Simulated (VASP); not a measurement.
Set up this calculation in VASP 6.6.1, as the native input.

* Task: single point
* Functional: r2SCAN
* Potentials or basis: VASP PAW PBE potentials, release 64 (B, W_sv)
* Cutoff: 520 eV
* k mesh: 8 × 8 × 8
* Occupations: fermi-dirac, width 0.1 eV
* Spin: no spin polarisation
* Dipole correction: no
* Further INCAR settings: ALGO = Normal; EDIFF = 1e-06; NBANDS = 30

The system is B5W2.

```
B W
1.0
     1.52417    0.87998    7.06319
    -1.52417    0.87998    7.06319
     0.00000   -1.75996    7.06319
B W
5 2
Cartesian
  0.0000 0.0000 3.9413
  0.0000 0.0000 17.2483
  0.0000 0.0000 7.0561
  0.0000 0.0000 14.1334
  0.0000 0.0000 10.5948
  0.0000 0.0000 1.5892
  0.0000 0.0000 19.6003
```

The input as run:

POSCAR

```
B5W2
1.0
    1.5241697700      0.8799789800      7.0631879700
   -1.5241697700      0.8799789800      7.0631879700
    0.0000000000     -1.7599579700      7.0631879700
B W
5 2
Direct
    0.1860000000      0.1860000000      0.1860000000
    0.8140000000      0.8140000000      0.8140000000
    0.3330000000      0.3330000000      0.3330000000
    0.6670000000      0.6670000000      0.6670000000
    0.5000000000      0.5000000000      0.5000000000
    0.0750000000      0.0750000000      0.0750000000
    0.9250000000      0.9250000000      0.9250000000
```

INCAR.step1

```
PREC = Accurate ; ENCUT = 520
ISMEAR = -1 ; SIGMA = 0.1
LREAL = F ; LASPH = T
NELM = 100 ; NBANDS = 30
GGA = PE ; ALGO = Normal
EDIFF = 1E-4 ; LWAVE = T
LCHARG = F
```

INCAR.step2

```
PREC = Accurate ; ENCUT = 520
EDIFF = 1E-6 ; ISMEAR = -1
SIGMA = 0.1 ; LREAL = F
LASPH = T ; NELM = 100
ALGO = Normal ; ISIF = 2
LWAVE = F ; LCHARG = F
METAGGA = R2SCAN ; LMIXTAU = T
NBANDS = 30 ; ISTART = 1
```

KPOINTS

```
Automatic mesh
0
Gamma
  8 8 8
```

Potentials or basis: VASP PAW PBE potentials, release 64 (B, W_sv).

Command:

```console
$ cat potpaw_PBE.64/B/POTCAR potpaw_PBE.64/W_sv/POTCAR > POTCAR
$ cp INCAR.step1 INCAR
$ mpirun -np 1 vasp_std > vasp.out
$ cp INCAR.step2 INCAR
$ mpirun -np 1 vasp_std > vasp.out
```

Results of the run:

- Pressure: 10.0 GPa
- Largest force: 0.521 eV/Å
- Band gap on the k mesh: none (metal or under the smearing width)

Caveat: the PAW data sets were made with another functional, which shifts forces and pressure a little.

It took 21 min on 1 thread of Intel(R) Xeon(R) Platinum 8488C (Sapphire Rapids), on a shared host, peak memory 0.49 GiB.
